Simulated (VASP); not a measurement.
# Mg2ZnTeS2 (Cmc2_1) in VASP: phonons with PBE

Aim: the phonons of Mg2ZnTeS2 with PBE.

Everything below comes from runs of VASP 6.6.1. Logs are shortened: lines on timing, memory, paths and dates and some standing lists are left out, and cuts for length are marked.

## (1) The crystal as given

It takes space group Cmc2_1 (No. 36, orthorhombic). Conventional cell: a = 12.321 Å, b = 7.212 Å, c = 6.802 Å, α = 90.00°, β = 90.00°, γ = 90.00°. Mg (site symmetry 1) is surrounded by 3 S at 2.47 to 2.48 Å and 1 Te at 2.80 Å. Around Zn (site symmetry m) lie 2 S at 2.38 Å and 2 Te at 2.66 to 2.67 Å. Te (site symmetry m) has 2 Zn at 2.66 to 2.67 Å and 2 Mg at 2.80 Å as nearest neighbours. Around S (site symmetry 1) lie 1 Zn at 2.38 Å and 3 Mg at 2.47 to 2.48 Å.

The cell was built by a generator and needn't be a form met in nature.

## (2) Phonons, PBE

The input, POSCAR:

```
Mg2ZnTeS2
1.0
    6.1606300000     -3.6060900000      0.0000000000
    6.1606300000      3.6060900000      0.0000000000
    0.0000000000      0.0000000000      6.8017000000
Mg Zn Te S
4 2 2 4
Direct
    0.0289590000      0.3331610000      0.0183440000
    0.6668390000      0.9710410000      0.0183440000
    0.3331610000      0.0289590000      0.5183440000
    0.9710410000      0.6668390000      0.5183440000
    0.3074220000      0.6925780000      0.9771660000
    0.6925780000      0.3074220000      0.4771660000
    0.6623280000      0.3376720000      0.8671210000
    0.3376720000      0.6623280000      0.3671210000
    0.3312590000      0.0012640000      0.8820620000
    0.9987360000      0.6687410000      0.8820620000
    0.0012640000      0.3312590000      0.3820620000
    0.6687410000      0.9987360000      0.3820620000
```

The input, INCAR.step1:

```
PREC = Accurate
ENCUT = 520
EDIFF = 1E-8
ISMEAR = 0
SIGMA = 0.03
LREAL = False
LASPH = True
NELM = 100
ALGO = Normal
ISIF = 3
LWAVE = False
LCHARG = False
GGA = PE
KPAR = 8
IBRION = 2
NSW = 40
EDIFFG = -0.002
```

The input, INCAR.step2:

```
PREC = Accurate
ENCUT = 520
EDIFF = 1E-8
ISMEAR = 0
SIGMA = 0.03
LREAL = False
LASPH = True
NELM = 100
ALGO = Normal
ISIF = 2
LWAVE = False
LCHARG = False
GGA = PE
KPAR = 8
IBRION = 6
NFREE = 2
POTIM = 0.015
NSW = 1
```

The input, KPOINTS:

```
Automatic mesh
0
Gamma
  4 4 4
```

Potentials or basis: VASP PAW PBE potentials, release 64 (Mg, Zn, Te, S).

On the command line:

```sh
$ cat potpaw_PBE.64/Mg/POTCAR potpaw_PBE.64/Zn/POTCAR potpaw_PBE.64/Te/POTCAR potpaw_PBE.64/S/POTCAR > POTCAR
$ cp INCAR.step1 INCAR
$ mpirun -np 8 vasp_std > vasp.out
$ cp CONTCAR POSCAR
$ cp INCAR.step2 INCAR
$ mpirun -np 8 vasp_std > vasp.out
```

OUTCAR:

```text
PREC = Accurate
   ENCUT = 520
   EDIFF = 1E-8
   ISMEAR = 0
   LREAL = False
   LASPH = True
   NELM = 100
   ISIF = 2
   GGA = PE
   IBRION = 6
   NFREE = 2
   POTIM = 0.015
   NSW = 1

 ion  position               nearest neighbor table
   1  0.028  0.333  0.018-   9 2.47  10 2.48  11 2.48   7 2.80
   2  0.667  0.972  0.018-  10 2.47   9 2.48  12 2.48   7 2.80
   3  0.333  0.028  0.518-  11 2.47  12 2.48   9 2.48   8 2.80
   4  0.972  0.667  0.518-  12 2.47  11 2.48  10 2.48   8 2.80
   5  0.307  0.693  0.977-   9 2.38  10 2.38   8 2.66   7 2.67
   6  0.693  0.307  0.477-  11 2.38  12 2.38   7 2.66   8 2.67
   7  0.662  0.338  0.867-   6 2.66   5 2.67   1 2.80   2 2.80
   8  0.338  0.662  0.367-   5 2.66   6 2.67   3 2.80   4 2.80
   9  0.331  0.002  0.882-   5 2.38   1 2.47   2 2.48   3 2.48
  10  0.998  0.669  0.882-   5 2.38   2 2.47   1 2.48   4 2.48
  11  0.002  0.331  0.382-   6 2.38   3 2.47   4 2.48   1 2.48
  12  0.669  0.998  0.382-   6 2.38   4 2.47   3 2.48   2 2.48

  LATTYP: Found a base centered orthorhombic cell.
 ALAT       =     7.2142821675
 B/A-ratio  =     1.7077375935
 C/A-ratio  =     0.9427236589

  Lattice vectors:

 A1 = (  -6.1600504338,  -3.6071410837,   0.0000000000)
 A2 = (   6.1600504338,  -3.6071410837,   0.0000000000)
 A3 = (   0.0000000000,   0.0000000000,   6.8010744813)

Analysis of symmetry for initial positions (statically):
=====================================================================
 Subroutine PRICEL returns:
 Original cell was already a primitive cell.

 Routine SETGRP: Setting up the symmetry group for a
 base centered orthorhombic supercell.

 Subroutine GETGRP returns: Found  4 space group operations
 (whereof  2 operations were pure point group operations)
 out of a pool of  8 trial point group operations.

The static configuration has the point symmetry C_1h.
 The point group associated with its full space group is C_2v.

Analysis of symmetry for dynamics (positions and initial velocities):
=====================================================================
 Subroutine PRICEL returns:
 Original cell was already a primitive cell.

 Routine SETGRP: Setting up the symmetry group for a
 base centered orthorhombic supercell.

 Subroutine GETGRP returns: Found  4 space group operations
 (whereof  2 operations were pure point group operations)
 out of a pool of  8 trial point group operations.

The dynamic configuration has the point symmetry C_1h.
 The point group associated with its full space group is C_2v.

 Subroutine INISYM returns: Found  4 space group operations
 (whereof  2 operations are pure point group operations),
 and found     1 'primitive' translations

----------------------------------------------------------------------------------------

                                     Primitive cell

  volume of cell :     302.2421

  direct lattice vectors                    reciprocal lattice vectors
     6.160050434 -3.607141084  0.000000000     0.081168167 -0.138613930  0.000000000
     6.160050434  3.607141084  0.000000000     0.081168167  0.138613930  0.000000000
     0.000000000  0.000000000  6.801074481     0.000000000  0.000000000  0.147035590

  length of vectors
     7.138465391  7.138465391  6.801074481     0.160630298  0.160630298  0.147035590

  position of ions in fractional coordinates (direct lattice)
     0.028446903  0.333444785  0.018381541
     0.666555215  0.971553097  0.018381541
     0.333444785  0.028446903  0.518381541
     0.971553097  0.666555215  0.518381541
     0.306806158  0.693193842  0.977086854
     0.693193842  0.306806158  0.477086854
     0.661741788  0.338258212  0.867062706
     0.338258212  0.661741788  0.367062706
     0.330863328  0.001743922  0.882093178
     0.998256078  0.669136672  0.882093178
     0.001743922  0.330863328  0.382093178
     0.669136672  0.998256078  0.382093178

  ion indices of the primitive-cell ions
   primitive index   ion index
                 1           1
                 2           2
                 3           3
                 4           4
                 5           5
                 6           6
                 7           7
                 8           8
                 9           9
                10          10
                11          11
                12          12

[... 58 lines left out ...]
   PREC   = accura    normal or accurate (medium, high low for compatibility)
   ISTART =      0    job   : 0-new  1-cont  2-samecut
   ICHARG =      2    charge: 1-file 2-atom 10-const
   ISPIN  =      1    spin polarized calculation?
   LNONCOLLINEAR =      F non collinear calculations
   LSORBIT =      F    spin-orbit coupling
   LASPH  =      T    aspherical Exc in radial PAW
   ENCUT  =  520.0 eV  38.22 Ry    6.18 a.u.  13.27 13.27 12.65*2*pi/ulx,y,z
   NELM   =    100;   NELMIN=  2; NELMDL=  0     # of ELM steps
   EDIFF  = 0.1E-07   stopping-criterion for ELM
   LREAL  =      F    real-space projection
   EDIFFG = 0.1E-06   stopping-criterion for IOM
   NSW    =    181    number of steps for IOM
   IBRION =      6    ionic relax: 0-MD 1-quasi-New 2-CG
   NFREE  =      2    steps in history (QN), initial steepest desc. (CG)
   ISIF   =      2    stress and relaxation
   ISYM   =      2    0-nonsym 1-usesym 2-fastsym
   POTIM  = 0.0150    time-step for ionic-motion
   TEBEG  =    0.0;   TEEND  =   0.0 temperature during run
   PSTRESS=    0.0 pullay stress
   NELECT =      68.0000    total number of electrons
   NUPDOWN=      -1.0000    fix difference up-down
   EMIN   =  10.00;   EMAX   =-10.00  energy-range for DOS
   EFERMI =   0.00;   METHOD = LEGACY
   ISMEAR =     0;   SIGMA  =   0.03  broadening in eV -4-tet -1-fermi 0-gaus
   EFERMI_NEDOS =   21; number of points for ismear=-14 and -15
   IALGO  =     38    algorithm
   IMIX   =      4    mixing-type and parameters
     AMIX     =   0.40;   BMIX     =  1.00
     AMIX_MAG =   1.60;   BMIX_MAG =  1.00
  volume/ion in A,a.u.               =      25.19       169.97
  Fermi-wavevector in a.u.,A,eV,Ry     =   0.995695  1.881590 13.488922  0.991408
  Thomas-Fermi vector in A             =   2.127732
   LORBIT       =      0    0 simple, 1 ext, 2 COOP (PROOUT), +10 PAW based schemes
   GGA     = PE    functional components
   LHFCALC =     F    Hartree Fock is set to
   AEXX    =    0.0000 exact exchange contribution
   IVDW    =     0    specifies the selected vdW correction
   LEPSILON=     F    determine dielectric tensor
   LRPA    =     F    only Hartree local field effects (RPA)
 finite differences with symmetry
 non-spin polarized calculation
 Gauss-broadening in eV      SIGMA  =   0.03
  energy-cutoff  :      520.00
  volume of cell :      302.24
 maximum number of plane-waves:      8211
 NGX is ok and might be reduce to    54
   NGX = 27   NGY = 27   NGZ = 25

--------------------------------------- Ionic step        1  -------------------------------------------

 number of electron      67.9999976 magnetization

 Free energy of the ion-electron system (eV)
  ---------------------------------------------------
  ext. energy  EPLUGINS =         0.00000000
  ---------------------------------------------------
  free energy    TOTEN  =       -43.55232095 eV

  energy without entropy =      -43.55232095  energy(sigma->0) =      -43.55232095

------------------------ aborting loop because EDIFF is reached ----------------------------------------

  FORCE on cell =-STRESS in cart. coord.  units (eV):
  Direction    XX          YY          ZZ          XY          YZ          ZX
  --------------------------------------------------------------------------------------
  -------------------------------------------------------------------------------------
  Total        0.0007480     -0.0108002     -0.0008004      0.0000000      0.0000000      0.0000000
  in kB        0.0039653     -0.0572517     -0.0042431      0.0000000      0.0000000      0.0000000
  external PRESSURE =      -0.0191765 kB  Pullay stress =       0.0000000 kB
[... 119 lines left out ...]
  FREE ENERGIE OF THE ION-ELECTRON SYSTEM (eV)
  ---------------------------------------------------
  free  energy   TOTEN  =       -43.5517497305 eV

  energy  without entropy=      -43.5517497305  energy(sigma->0) =      -43.55174973

[... ionic steps 4 to 22 ...]

--------------------------------------- Ionic step       23  -------------------------------------------

 number of electron      67.9999977 magnetization

------------------------ aborting loop because EDIFF is reached ----------------------------------------
[... 87 lines left out ...]
--------------------------------------- Ionic step       25  -------------------------------------------

 number of electron      67.9999976 magnetization

 Free energy of the ion-electron system (eV)
  ---------------------------------------------------
  ext. energy  EPLUGINS =         0.00000000
  ---------------------------------------------------
  free energy    TOTEN  =       -43.55150656 eV

  energy without entropy =      -43.55150656  energy(sigma->0) =      -43.55150656

 E-fermi :   2.0532     XC(G=0):  -8.5224

 val. band max:        1.8968732214   @ k =   0.0000   0.0000   0.0000
 cond. band min:       4.3268747674   @ k =   0.0000   0.0000   0.0000
 fundamental gap:      2.4300015459
 Fermi energy:         2.0531603669

 k-point     1 :       0.0000    0.0000    0.0000
  band No.  band energies     occupation
      1     -10.0662      2.00000
      2      -9.6379      2.00000
      3      -9.5097      2.00000
      4      -9.5062      2.00000
      5      -7.8138      2.00000
      6      -7.4845      2.00000
[... 1045 lines left out ...]
     40       6.6953      0.00000
     41       6.8500      0.00000

 [... further k-points ...]
[... 5 lines left out ...]
  --------------------------------------------------------------------------------------
  -------------------------------------------------------------------------------------
  Total       -0.0425046     -0.0609704      0.0807370      0.0017060      0.0004589     -0.0036183
  in kB       -0.2253159     -0.3232026      0.4279846      0.0090437      0.0024325     -0.0191806
  external PRESSURE =      -0.0401780 kB  Pullay stress =       0.0000000 kB
[... 27 lines left out ...]
  FREE ENERGIE OF THE ION-ELECTRON SYSTEM (eV)
  ---------------------------------------------------
  free  energy   TOTEN  =       -43.5515065596 eV

  energy  without entropy=      -43.5515065596  energy(sigma->0) =      -43.55150656

 INTERNAL STRAIN TENSORS FROM DISPLACED ATOMS
 ============================================

 INTERNAL STRAIN TENSOR FOR ION    1 for displacements in x,y,z  (eV/Angst):
          X           Y           Z          XY          YZ          ZX
  --------------------------------------------------------------------------------
  x    -0.24186     0.00277    -0.56133     3.99545    -0.56013    -3.10954
  y     4.08428    -3.79886     0.25452    -0.03088    -3.69712    -0.19222
  z    -3.11745    -3.63265     5.86545    -0.38402    -0.02727    -0.30889
[... 8 lines left out ...]
 INTERNAL STRAIN TENSOR FOR ION   12 for displacements in x,y,z  (eV/Angst):
          X           Y           Z          XY          YZ          ZX
  --------------------------------------------------------------------------------
  x     1.25421    -0.51699    -0.55898     5.26034    -0.04847     3.07746
  y     4.82466    -4.08532    -0.14601    -0.09526     3.58294    -0.17355
  z     2.95005     3.41412    -5.16432    -0.11660     0.04103    -0.22158

 Eigenvectors and eigenvalues of the dynamical matrix
   1 f  =    9.741134 THz    61.205353 2PiTHz  324.929271 cm-1    40.286077 meV
   2 f  =    9.610722 THz    60.385945 2PiTHz  320.579167 cm-1    39.746733 meV
   3 f  =    9.578310 THz    60.182294 2PiTHz  319.498018 cm-1    39.612688 meV
   4 f  =    9.557243 THz    60.049930 2PiTHz  318.795316 cm-1    39.525564 meV
   5 f  =    9.527433 THz    59.862630 2PiTHz  317.800972 cm-1    39.402281 meV
   6 f  =    9.522241 THz    59.830008 2PiTHz  317.627787 cm-1    39.380809 meV
[... 25 lines left out ...]
  32 f  =    1.700571 THz    10.685006 2PiTHz   56.724959 cm-1     7.032995 meV
  33 f  =    1.652956 THz    10.385828 2PiTHz   55.136675 cm-1     6.836073 meV
  34 f/i=    0.005748 THz     0.036114 2PiTHz    0.191725 cm-1     0.023771 meV
  35 f/i=    0.012815 THz     0.080517 2PiTHz    0.427450 cm-1     0.052997 meV
  36 f/i=    0.017573 THz     0.110417 2PiTHz    0.586188 cm-1     0.072678 meV

 ELASTIC MODULI CONTR FROM IONIC RELAXATION (kBar)
 Direction    XX          YY          ZZ          XY          YZ          ZX
 --------------------------------------------------------------------------------
 XX        -201.2570     84.3623    107.2630     -0.0000      0.0000     -0.0000
 YY          84.3623   -221.4272    121.7943     -0.0000     -0.0000      0.0000
 ZZ         107.2630    121.7943   -231.7845      0.0000     -0.0000     -0.0000
 XY          -0.0000     -0.0000      0.0000   -160.0027      0.0000     -0.0000
 YZ          -0.0000     -0.0000     -0.0000     -0.0000    -70.9297     -0.0000
 ZX          -0.0000      0.0000     -0.0000     -0.0000     -0.0000    -65.6677
 --------------------------------------------------------------------------------
```

It took 24 min on 8 MPI ranks of AMD EPYC 9R45 (Zen 5), shared host; peak memory 0.87 GiB.

Results:

```
Highest phonon frequency at Γ, LO-TO splitting left out : 325 cm⁻¹
```

Phonon frequencies in cm⁻¹ (negative: imaginary):
| q point | frequencies |
| --- | --- |
| (0.000, 0.000, 0.000) | -1 0 0 55 57 78 95 95 99 106 131 133 143 147 158 163 163 186 199 217 237 243 244 248 265 265 276 279 312 316 318 318 319 319 321 325 |

Spin-orbit coupling is left out, which matters for the levels of Te.
